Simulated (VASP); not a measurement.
An input for Ansatz (written as the equivalent of a VASP run, and not itself run):

Ansatz 0.2 input:
```yaml
crystal:
  lattice:
    - [-1.9925363, 1.9925363, 4.7888294]
    - [1.9925363, -1.9925363, 4.7888294]
    - [1.9925363, 1.9925363, -4.7888294]
  atoms:
    - { symbol: Ce, position: [0.0000000, 0.0000000, 0.0000000] }
    - { symbol: Co, position: [0.2500000, 0.7500000, 0.5000000] }
    - { symbol: Si, position: [0.6260274, 0.6260274, 0.0000000] }
    - { symbol: Si, position: [0.3739726, 0.3739726, 1.0000000] }
    - { symbol: Cu, position: [0.7500000, 0.2500000, 0.5000000] }
kpoints:
  mp_grid: { grid: [10, 10, 10] }
hamiltonian:
  xc: pbesol
  pseudopotentials: { kind: paw }
scf:
  occupations: { method: methfessel_paxton, width: 0.1 }
  max_iter: 100
relax:
  max_steps: 60
  f_tol: 0.02
  cell: {}
output: { forces: true, stress: true, eigenvalues: true }
```

Question: Translate this input to VASP (INCAR, KPOINTS, POSCAR, choice of POTCAR).

Answer: Several could match; the one computed here: 
POSCAR:
```
CeCoCuSi2
1
   -1.9925363192     1.9925363192     4.7888293815
    1.9925363192    -1.9925363192     4.7888293815
    1.9925363192     1.9925363192    -4.7888293815
Ce Co Si Cu
1 1 2 1
Direct
  0.0000000000   0.0000000000   0.0000000000
  0.2500000000   0.7500000000   0.5000000000
  0.6260273898   0.6260273898   0.0000000000
  0.3739726102   0.3739726102   1.0000000000
  0.7500000000   0.2500000000   0.5000000000
```

File KPOINTS:
```
Automatic mesh
0
Gamma
10 10 10
0 0 0
```

**INCAR**
```
# general
SYSTEM =CeCoCuSi2
PREC   =Accurate
ENCUT  =400
LREAL  =.False.
LASPH  =.True.

# electronic loop
EDIFF  =1E-6
NELM   =100
ALGO   =Normal
LMAXMIX=6

# smearing
ISMEAR =1
SIGMA  =0.1

# functional
GGA    =PS

# ions
IBRION =2
NSW    =60
ISIF   =3
EDIFFG =-0.02

# output
LWAVE  =.False.
LCHARG =.False.
```

POTCAR, in this order: Ce Co Si Cu (PBE.64 set). Program: vasp_std.

What does not carry over: each code has its own PAW files, so the cut-off isn't converted (ENCUT is set for VASP's; basis.ecutwfc is left out, and Ansatz then takes the one that its files recommend); Ansatz stops its SCF on the density residual and VASP on the energy change (EDIFF).

The structure comes from a computed database's CeCoCuSi2 entry (I-4m2); how it stands against other phases isn't given here. This run relaxes it. Symmetry was kept, so distortions that lower it aren't found. The start is the result of an earlier pass.
